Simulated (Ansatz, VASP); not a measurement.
# Cross-check of LiPS3 between VASP and Ansatz, part 2 of 2

Aim: how closely do two programs agree when they are given the same cell, functional and k mesh? The cell is taken from a series of runs on this material, whose earlier steps may have relaxed, scaled, displaced or heated it; both programs get it as it stands.

VASP 6.6.1 and Ansatz 0.2.0.

So far: The starting structure; VASP: G0W0 gap, HSE06 form with 15 % exact exchange, screening 0.2078 1/A with an exact-exchange share of 0.15.

## (3) Ansatz: G0W0 gap, HSE06 form with 15 % exact exchange, screening 0.2078 1/A with an exact-exchange share of 0.15

Level of this step: Ansatz beside VASP: G0W0 on Kohn-Sham DFT, plane waves, HSE06 form with 15 % exact exchange, screening 0.2078 1/A (Ansatz).

Ansatz runs on its PAW soft_1 files.

The same cell, functional and mesh now go to Ansatz, which takes its cutoff from its data sets.

input.yaml reads:

```yaml
crystal:
  lattice:
    - [5.5578, -3.5035, 0.0]
    - [5.5578, 3.5035, 0.0]
    - [-3.7957895619, 0.0, 5.3074392707]
  atoms:
    - { symbol: Li, position: [0.7591184309, 0.2408815691, 0.0] }
    - { symbol: Li, position: [0.2408815691, 0.7591184309, 0.0] }
    - { symbol: P, position: [0.1535229576, 0.1535229576, 0.5780140654] }
    - { symbol: P, position: [0.8464770424, 0.8464770424, 0.4219859346] }
    - { symbol: S, position: [0.2240344925, 0.7759655075, 0.5] }
    - { symbol: S, position: [0.7759655075, 0.2240344925, 0.5] }
    - { symbol: S, position: [0.197106774, 0.197106774, 0.3187113102] }
    - { symbol: S, position: [0.802893226, 0.802893226, 0.6812886898] }
    - { symbol: S, position: [0.3227742362, 0.3227742362, 0.940813349] }
    - { symbol: S, position: [0.6772257638, 0.6772257638, 0.059186651] }
kpoints:
  mp_grid: { grid: [2, 2, 2] }
hamiltonian:
  xc:
    exchange: pbe
    correlation: pbe
    exx: { coeff: 0.15, omega: 0.2078 }
  pseudopotentials: { kind: paw, azcp: { folder: soft_1 } }
scf:
  occupations: { method: fixed }
gw:
  n_empty_bands: 862
  ecut_chi: 150.0
  qp_bands: [v3, c3]
  qp_kpoints: band_edges
  screening: { model: contour_deformation }
```

On the command line:

```bash
$ ansatz run input.yaml --threads 2 --pin off --max-ram 92160MiB --backend cuda --events-out ev --progress --plain --runs-dir out --devices 1 --max-vram 13GiB
```

Numbers of over 12 decimals in the logs are rounded to 6 here.

Output:

```text
GPUs: using 1 of 1 available (devices: 1).
Engine: ansatz 0.2.0, x86_64-unknown-linux-gnu
Pseudopotentials: kind: paw
Pseudopotential: Li, paw, valence charge 3, recommended cutoff 420 eV (normal), soft_1/Li.paw.azcp
Pseudopotential: P, paw, valence charge 5, recommended cutoff 420 eV (normal), soft_1/P.paw.azcp
Pseudopotential: S, paw, valence charge 6, recommended cutoff 420 eV (normal), soft_1/S.paw.azcp
Functional definition: unnamed
  parameter a_1 = 0.15
  parameter omega_1 = 0.2078/angstrom
  exchange = pbe_x + (-a_1)*pbe_x_sr(omega_1) + a_1*exact_x_sr(omega_1)
  correlation = pbe_c
davidson cushion auto → on  (no smearing: the cushion is to keep the highest requested band from converging to the state above it; pin scf.eigensolver.cushion to override)
device memory: the entry about to start is reckoned to put 1.9 GiB on a device that reports 52.9 GiB free (of which the cap on the GPU budget leaves the run 13.0 GiB)
GPU FFT provider: cuFFT
GPU libraries: cuBLAS 13.8.2, cuFFT 12.4.0, cuSOLVER 12.3.4
Crystal: 10 atoms, lattice volume = 206.690 Å³
Basis set: ecut = 420 eV, 3981 PW (Γ)
Bands: 36, of which v1, the nominal top of the filled ones, is band 26 counted from 1 (25 counted from 0)
Symmetry: 4 space group operations
Space group: C2/m (ITA 12), of the structure as read, at distance tolerance 5.9e-5 Å
k-points: 6 of 8
Non-local potential: Li, projectors of the file, l = 0: 3, l = 1: 2, l = 2: 1
Non-local potential: P, projectors of the file, l = 0: 2, l = 1: 2, l = 2: 1
Non-local potential: S, projectors of the file, l = 0: 2, l = 1: 2, l = 2: 1
PAW form: soft (Blöchl's): semilocal exchange-correlation on the pseudo side does not see the compensation charge
PAW frozen core: P, regenerated for the run's functional, and the local potential with it (the file was generated under x = pbe(κ = 0.804, μ = 0.219515), c = pbe(β = 0.066725))
PAW frozen core: S, regenerated for the run's functional, and the local potential with it (the file was generated under x = pbe(κ = 0.804, μ = 0.219515), c = pbe(β = 0.066725))
PAW one-centre angular grid: Li, 110 points (default); XC on 160 Gauss nodes
PAW one-centre angular grid: P, 110 points (default); XC on 64 Gauss nodes
PAW one-centre angular grid: S, 110 points (default); XC on 64 Gauss nodes
Initial density: superposition of atomic densities (chi_scale 0.1, normalization cell, long waves kept (reshape's long-wave potential 0.03 eV rms))
Initial wavefunctions: pseudopotential atomic-orbital guess
GPU buffer pool allocated for 91125 grid points (all kernels)
GPU transforms: local potential and band sums: pruned to the plane-wave sphere, on 45×45×45
Functional: x = pbe(κ = 0.804, μ = 0.219515), c = pbe(β = 0.066725), warm-up for x = pbe(κ = 0.804, μ = 0.219515) + 0.15 (exact − pbe) at short range (hse, ω = 0.2078 Å⁻¹), c = pbe(β = 0.066725)
SCF iter   1: F=—  HF=-7340.490909 eV  |F-HF|=—  |Δ(HF+E_count)|=         —  Δρ=4.45e-2  dr2=6.16e0  ethr=1.00e-1  ⟨swp⟩=5.8  Hψ=771  notcnv=0
preconditioner: auto → none  [insulator: Δε(μ)=2.623 eV  Ē_g=10.374 eV  n_scr=34 (ndim 8)  ℏωp=17.9 eV  f_vac=0.000]
SCF iter   2: F=—  HF=-7339.090374 eV  |F-HF|=—  |Δ(HF+E_count)|=    1.40e0  Δρ=2.24e-2  dr2=1.62e0  ethr=1.18e-2  ⟨swp⟩=4.5  Hψ=636  notcnv=0  defer=1
SCF iter   3: F=—  HF=-7338.811141 eV  |F-HF|=—  |Δ(HF+E_count)|=   2.79e-1  Δρ=1.18e-2  dr2=3.58e-1  ethr=3.12e-3  ⟨swp⟩=3.7  Hψ=590  notcnv=0
SCF iter   4: F=—  HF=-7338.759204 eV  |F-HF|=—  |Δ(HF+E_count)|=   5.19e-2  Δρ=5.38e-3  dr2=5.62e-2  ethr=6.89e-4  ⟨swp⟩=3.0  Hψ=539  notcnv=0
iter 5 solved again at ethr=8.31e-6 eV; its pass at ethr=1.08e-4 eV (dr2=4.32e-3 eV) is discarded
SCF iter   5: F=—  HF=-7338.752674 eV  |F-HF|=—  |Δ(HF+E_count)|=   6.53e-3  Δρ=1.57e-3  dr2=4.22e-3  ethr=8.31e-6  ⟨swp⟩=3.2  Hψ=1065  notcnv=0  defer=1
SCF iter   6: F=-7338.752888 eV  HF=-7338.752778 eV  |F-HF|=1.10e-4  |Δ(HF+E_count)|=   1.04e-4  Δρ=3.75e-4  dr2=2.02e-4  ethr=8.12e-6  ⟨swp⟩=3.8  Hψ=538  notcnv=0  defer=1
SCF 1 stopped early in 6 iterations: F = -7338.752888 eV  dr2 = 2.02e-4
  greatest PAW one-centre occupation: 1.000 electrons in one spin orbital (limit 2), on the Li atom at site 1 (counted from 0), in its partial waves of l = 0
device memory: the entry about to start is reckoned to put 2.4 GiB on a device that reports 52.9 GiB free (of which the cap on the GPU budget leaves the run 13.0 GiB)
GPU FFT provider: cuFFT
GPU libraries: cuBLAS 13.8.2, cuFFT 12.4.0, cuSOLVER 12.3.4
Initial density: handed on by an earlier stage of this run
Initial wavefunctions: those handed on with the density
GPU buffer pool allocated for 91125 grid points (all kernels)
GPU transforms: local potential and band sums: pruned to the plane-wave sphere, on 45×45×45
Functional: x = pbe(κ = 0.804, μ = 0.219515) + 0.15 (exact − pbe) at short range (hse, ω = 0.2078 Å⁻¹), c = pbe(β = 0.066725)
[...]
SCF 2 stopped early in 6 iterations: F = -7341.365395 eV  dr2 = 2.59e-6
  greatest PAW one-centre occupation: 0.999 electrons in one spin orbital (limit 2), on the Li atom at site 1 (counted from 0), in its partial waves of l = 0
hybrid outer 1: dexx = +4.595e-3 eV, tail = 6.76e-6 eV
GPU FFT provider: cuFFT
GPU libraries: cuBLAS 13.8.2, cuFFT 12.4.0, cuSOLVER 12.3.4
GPU buffer pool allocated for 91125 grid points (all kernels)
[...]
Exchange-term sweep: 0 of 6 (spin, k) points
Exchange-term sweep: 1 of 6 (spin, k) points
Exchange-term sweep: 2 of 6 (spin, k) points
Exchange-term sweep: 3 of 6 (spin, k) points
Exchange-term sweep: 4 of 6 (spin, k) points
Exchange-term sweep: 5 of 6 (spin, k) points
Exchange-term sweep: 6 of 6 (spin, k) points
G₀W₀ screening: q 1/6
[... further progress lines ...]
device memory: the entry about to start is reckoned to put 0.8 GiB on a device that reports 50.6 GiB free (of which the cap on the GPU budget leaves the run 13.0 GiB)
NSCF: frozen V_eff on 1 k-points
device memory: the entry about to start is reckoned to put 0.8 GiB on a device that reports 50.6 GiB free (of which the cap on the GPU budget leaves the run 13.0 GiB)
NSCF: frozen V_eff on 1 k-points
device memory: the entry about to start is reckoned to put 0.8 GiB on a device that reports 50.8 GiB free (of which the cap on the GPU budget leaves the run 13.0 GiB)
NSCF: frozen V_eff on 1 k-points
hybrid SCF converged: 2 outer / 8 inner (+6 warm-up), last move |dexx| = 3.75e-8 eV, tail = 2.47e-8 eV
Stability not checked: this state was not tested for a lower state beside it, because the functional holds exact exchange (a hybrid, or Hartree-Fock), whose exchange loop this test does not read (fock_operator; see scf.lower_state_search)
Free energy (F): -7341.365358 eV
Frozen-core exchange: fock
Harris-Foulkes:  -7341.365358 eV  (|F-HF|=2.07e-9)
Internal energy: -7341.365358 eV  (E = F + TS)
E sigma→0 (E₀):  -7341.365358 eV
Fermi energy:    3.419552 eV
--- Per-component energies (eV) ---
  E_band       = -302.017914
  E_kinetic    = 809.282937
  E_local      = -1400.978205  (includes V_loc(G=0)·N_el)
  E_nonlocal   = 228.270211
  E_hartree    = 426.706889
  E_xc         = -617.488281
  E_vxc        = -568.375183  (∫ρ·V_xc dr)
  E_exx        = -64.231897  (= α·E_x^exact, valence–valence)
  E_paw        = -4833.694474  (= ΣΔE_a)
  E_vpaw       = -95.168885  (= ΣTr[D̂ρ^β])
  E_aug_tail   = 0.000511  (compensation charges beyond the density's cutoff)
  E_ewald      = -1888.804300
  E_core_change = -0.428749  (= ΣΔE_core)
  E_smearing   = -0.000000  (= −TS)
  E_closure    = -0.000000  (closes the sum)
  Σ components = -7341.365358   (vs F -7341.365358, Δ=-9.09e-13)
--- Band table (eV; the first three rows and the last of 6) ---
  k-point 0: bands = [... 22 lower, 2.6210, 2.9090, 3.0214, 3.4196, 6.1567, 6.6977, 7.0976, 7.9198, ... 2 higher]
  k-point 1: bands = [... 22 lower, 2.6666, 2.6720, 2.7035, 2.7196, 5.7710, 6.6718, 6.8090, 8.0414, ... 2 higher]
  k-point 2: bands = [... 22 lower, 2.3577, 2.6588, 2.8067, 2.9178, 5.9978, 6.9351, 7.2439, 7.8822, ... 2 higher]
  k-point 5: bands = [... 22 lower, 2.6838, 2.6842, 2.7451, 2.8837, 6.5176, 6.8150, 7.5563, 7.8816, ... 2 higher]
  guard bands above this table: 4 of the run's 36 bands. The solve was not asked for them (output.publish_guard_bands: true or output.eigenvalues: true publishes all)
--- G₀W₀: contour deformation, 6 samples at zero and on the imaginary axis and 1 off it, 8 q-points, 862 empty bands' worth ---
  eigenvalues of the whole cell's RPA ε∞ on this k-mesh (on a slab, of 1 + 4πα/V) = 3.9697, 4.2944, 5.2638; static W/v taken at q = 0 is 0.222983
  gw.qp_kpoints: band_edges: 6 of 6 stored k-points solved, in 1 pass; an edge of the gap read off the rows below is read off those points alone
    ik  band        ε_KS         Σx   Σc(E_QP)       V_xc       Z   E_QP_lin       E_QP  E_QP is
     0    24      2.9090   -18.1631     1.8031   -15.6717  0.7662     2.2134     2.2207  root
     0    25      3.0214   -17.9144     1.8366   -15.3737  0.7661     2.3095     2.3174  root
     0    26      3.4196   -18.4813     1.9587   -15.8081  0.7665     2.6973     2.7050  root
     0    27      6.1567    -9.8497    -4.0224   -14.2911  0.7748     6.5783     6.5757  root
     0    28      6.6977    -8.8974    -3.9395   -13.2151  0.7848     7.0778     7.0760  root
     0    29      7.0976   -10.0473    -4.3277   -14.8415  0.7815     7.5672     7.5641  root
     1    24      2.6720   -17.8056     2.1171   -14.9419  0.7604     1.9153     1.9256  root
     1    25      2.7035   -17.9631     2.1002   -15.1376  0.7620     1.9689     1.9783  root
     1    26      2.7196   -17.9317     1.9293   -15.2970  0.7638     2.0059     2.0141  root
     1    27      5.7710    -9.2794    -4.0397   -13.7462  0.7796     6.2005     6.1980  root
     1    28      6.6718    -7.5184    -3.9674   -11.8427  0.7953     7.0303     7.0287  root
     1    29      6.8090    -8.6307    -4.0042   -13.0170  0.7835     7.1931     7.1911  root
     2    24      2.6588   -17.8695     2.1375   -14.9925  0.7610     1.9095     1.9194  root
     2    25      2.8067   -17.8885     2.0360   -15.1111  0.7631     2.0557     2.0653  root
     2    26      2.9178   -18.1018     1.9960   -15.3872  0.7640     2.1907     2.1992  root
     2    27      5.9978    -9.0468    -4.0708   -13.5407  0.7809     6.4234     6.4209  root
     2    28      6.9351    -8.5302    -3.9759   -12.8802  0.7834     7.3112     7.3093  root
     2    29      7.2439    -9.3427    -4.2804   -14.0966  0.7803     7.7206     7.7172  root
     3    24      2.6571   -17.8631     2.1325   -14.9914  0.7608     1.9080     1.9179  root
     3    25      2.7802   -18.0678     2.0284   -15.3109  0.7632     2.0427     2.0518  root
     3    26      3.0710   -18.2787     2.0318   -15.5226  0.7650     2.3382     2.3467  root
     3    27      6.1477    -9.2397    -4.0971   -13.7677  0.7776     6.5813     6.5786  root
     3    28      7.1192    -9.0883    -4.0591   -13.5460  0.7797     7.5201     7.5178  root
     3    29      7.1714    -8.5204    -4.1241   -13.0631  0.7855     7.5925     7.5900  root
[...]
4    28      7.1895    -8.4973    -4.0574   -12.9244  0.7826     7.5611     7.5591  root
     4    29      7.3569    -8.8963    -4.3573   -13.7401  0.7804     7.8470     7.8434  root
     5    24      2.6842   -17.5865     2.0401   -14.8005  0.7622     1.9282     1.9383  root
     5    25      2.7451   -17.8951     2.0267   -15.1423  0.7622     2.0099     2.0190  root
     5    26      2.8837   -18.2392     2.0531   -15.4676  0.7638     2.1567     2.1651  root
     5    27      6.5176    -9.6495    -4.1283   -14.2192  0.7734     6.9620     6.9590  root
     5    28      6.8150    -8.5364    -4.0054   -12.9379  0.7898     7.2131     7.2110  root
     5    29      7.5563    -9.0465    -4.1798   -13.6366  0.7763     7.9694     7.9666  root
```

## (4) Comparison

Known differences besides the potentials themselves: exact exchange at q = 0 is treated differently, which shows on coarse meshes; VASP keeps PBE cores, Ansatz makes them for the functional; fixed occupations in Ansatz, narrow Gaussian smearing in VASP; the cutoff is 420 eV in Ansatz and 460 eV in VASP; Ansatz integrates over frequency by contour deformation, VASP on a grid of NOMEGA points; Ansatz's G0W0 levels solve the quasiparticle equation, VASP's are linearised. Total energies have different zeros and are not compared.

Both answers:

```tsv
quantity	Ansatz	VASP	difference
G0W0 gap on the mesh (eV)	3.49	3.52	-0.02
Kohn-Sham gap under it (eV)	2.35	2.35	0.00
```

## (5) Summary of results

```
difference in G0W0 gap on the mesh (G0W0 gap, HSE06 form with 15 % exact exchange, screening 0.2078 1/A with an exact-exchange share of 0.15) : -0.024 eV
```

What this shows: The difference in G0W0 gap on the mesh is -0.024 eV (G0W0 gap, HSE06 form with 15 % exact exchange, screening 0.2078 1/A with an exact-exchange share of 0.15). How closely two codes agree says nothing of how well the functional describes the real material.

[Lines on the potential files, build, host, timing and source positions are cut from VASP's logs without a mark.]

[Logs are printed without paths, hosts, clocks, repeated set-up lines and the standing remarks that a program may print on its own settings, such as how far it seeks lower states.]

[Hosts, paths, dates, database ids (printed as entryN), source tags and the programs' standing remarks are cut or masked in the printed files.]
